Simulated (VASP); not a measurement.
A convergence study with VASP on CdO (rock salt): a few settings are varied, all else stays as given below, so the limit is that of these other settings.

```
CdO
1.0
    0.00000     2.35000     2.35000
    2.35000     0.00000     2.35000
    2.35000     2.35000     0.00000
Cd O
1 1
Direct
  0.00000   0.00000   0.00000
  0.50000   0.50000   0.50000
```

Computed with PBE GGA, VASP's PBE PAW potentials (set 64) (plane waves; VASP). The last row used: 700 eV cut-off, 17×17×17 Γ-centred mesh, second-order Methfessel-Paxton smearing of 0.40 eV, potentials Cd O.

```tsv
setting	E (eV/atom)	pressure (GPa)	irreducible k-points
ISMEAR = -1, SIGMA = 0.01, 5×5×5 mesh	-3.8477	7.45	10
ISMEAR = -1, SIGMA = 0.1, 5×5×5 mesh	-3.8492	7.45	10
ISMEAR = 0, SIGMA = 0.01, 5×5×5 mesh	[?]	7.44	10
ISMEAR = 0, SIGMA = 0.2, 5×5×5 mesh	-3.8487	7.45	10
ISMEAR = 1, SIGMA = 0.05, 5×5×5 mesh	-3.8475	7.45	10
ISMEAR = 1, SIGMA = 0.2, 5×5×5 mesh	-3.8475	7.44	10
ISMEAR = 2, SIGMA = 0.05, 5×5×5 mesh	-3.8474	7.44	10
ISMEAR = 2, SIGMA = 0.2, 5×5×5 mesh	-3.8474	7.44	10
ISMEAR = -1, SIGMA = 0.01, 11×11×11 mesh	-3.8506	7.29	56
ISMEAR = -1, SIGMA = 0.2, 11×11×11 mesh	-3.8499	7.41	56
ISMEAR = 0, SIGMA = 0.01, 11×11×11 mesh	-3.8506	7.29	56
ISMEAR = 0, SIGMA = 0.4, 11×11×11 mesh	-3.8502	7.35	56
ISMEAR = 1, SIGMA = 0.05, 11×11×11 mesh	-3.8506	7.29	56
ISMEAR = 1, SIGMA = 0.4, 11×11×11 mesh	-3.8499	7.21	56
ISMEAR = 2, SIGMA = 0.05, 11×11×11 mesh	-3.8506	7.29	56
ISMEAR = 2, SIGMA = 0.4, 11×11×11 mesh	-3.8503	7.23	56
ISMEAR = -1, SIGMA = 0.05, 17×17×17 mesh	-3.8504	7.31	165
ISMEAR = -1, SIGMA = 0.2, 17×17×17 mesh	[?]	7.41	165
ISMEAR = 0, SIGMA = 0.1, 17×17×17 mesh	-3.8504	7.30	165
ISMEAR = 0, SIGMA = 0.4, 17×17×17 mesh	-3.8504	7.35	165
ISMEAR = 1, SIGMA = 0.1, 17×17×17 mesh	-3.8504	7.28	165
ISMEAR = 1, SIGMA = 0.4, 17×17×17 mesh	-3.8496	7.23	165
ISMEAR = 2, SIGMA = 0.1, 17×17×17 mesh	-3.8504	7.28	165
ISMEAR = 2, SIGMA = 0.4, 17×17×17 mesh	-3.8497	7.26	165
```

Q: What belongs in the gaps?

A: 
- ISMEAR = -1, SIGMA = 0.2, 17×17×17 mesh, E (eV/atom): -3.8501
- ISMEAR = 0, SIGMA = 0.01, 5×5×5 mesh, E (eV/atom): -3.8476

Left out are rungs that failed or repeat a setting and relaxations that didn't move; long series are thinned to 24 rows.

The compound is CdO in the rock salt structure. The cell was not relaxed at this level.
